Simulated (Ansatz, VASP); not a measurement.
# One calculation of TiCr3Br, two programs

```
Ti Cr Br
1.0
     4.33415    0.00000    0.00000
     0.00000    4.33415    0.00000
     0.00000    0.00000    4.33415
Ti Cr Br
1 3 1
Direct
  0.00000 0.00000 0.00000
  0.00000 0.50000 0.50000
  0.50000 0.00000 0.50000
  0.50000 0.50000 0.00000
  0.50000 0.50000 0.50000
```

Change from the starting cell: species swapped into the Mn3RhN type (Pm-3m, No. 221).

Alike in both runs: task single point; functional PBE; k mesh 4 × 4 × 4; occupations gaussian, width 0.1 eV; collinear spin.

|  | VASP | Ansatz |
| --- | --- | --- |
| version | VASP 6.6.1 | Ansatz 0.2.0 |
| potentials or method | VASP PAW PBE potentials, release 64 (Ti_sv, Cr_pv, Br) | scalar-relativistic, plane waves, PAW |
| plane-wave cutoff (eV) | 520 | 420 |
| valence electrons in the cell | 55 | 61 |

|  | VASP | Ansatz | Ansatz less VASP |
| --- | --- | --- | --- |
| gap on the k mesh at the Fermi level (eV) | none | none | - |
| pressure (GPa) | 1.1 | 1.0 | -0.18 |
| net moment per atom (μB) | 0.50 | 0.49 | -0.005 |
| size of the moment on the site where the two differ most (μB) | 1.01 | 0.90 | -0.117 |

Site moments also hang on the region over which each program counts them. A gap of «none» marks a metal or a gap that the smearing closes. The two sets of potentials don't hold the same shells in valence. Ansatz warned: «seeded_moment_not_kept».

Caveats: the k mesh is coarse (spacing up to 0.36 Å⁻¹), so the values aren't converged; semilocal functionals often make such compounds metallic where correlation or magnetic order opens a gap, which also shifts bond lengths.
